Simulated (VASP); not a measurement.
Here is the system:

```yaml
crystal:
  lattice:
    - [0.00000, 2.48469, 2.48469]
    - [2.48469, 0.00000, 2.48469]
    - [2.48469, 2.48469, 0.00000]
  atoms:
    - { symbol: Hf, position: [0.00000, 0.00000, 0.00000] }
    - { symbol: O, position: [0.25000, 0.25000, 0.25000] }
    - { symbol: O, position: [0.75000, 0.75000, 0.75000] }
```

These are AM05 GGA, VASP's PBE PAW potentials (set 64) (plane waves; VASP) values and carry that method's errors. Numerical set-up: 520 eV cut-off, 8×8×8 Γ-centred mesh, Gaussian smearing of 0.050 eV, potentials Hf_pv O.

Unless said otherwise, spin-orbit coupling is left out, though it shifts the bands of the heavy elements here.

Q: Estimate the energy per atom (σ→0), pressure, band gap (on the k-mesh) with the smallest direct gap where there is one.

A: 
The band gap (on the k-mesh) is 3.87 eV, the smallest direct gap (on the k-mesh) is 3.87 eV and the energy per atom (σ→0) is -10.301 eV/atom. The pressure is 8.61 GPa.

The absolute energy has meaning only against runs of the same code, potentials and settings.

The compound is HfO2 in the fluorite structure, the high-temperature cubic form, which is unstable at 0 K; the monoclinic form is the stable one. This cell is one point of a volume scan, at 0.97 of the reference volume.
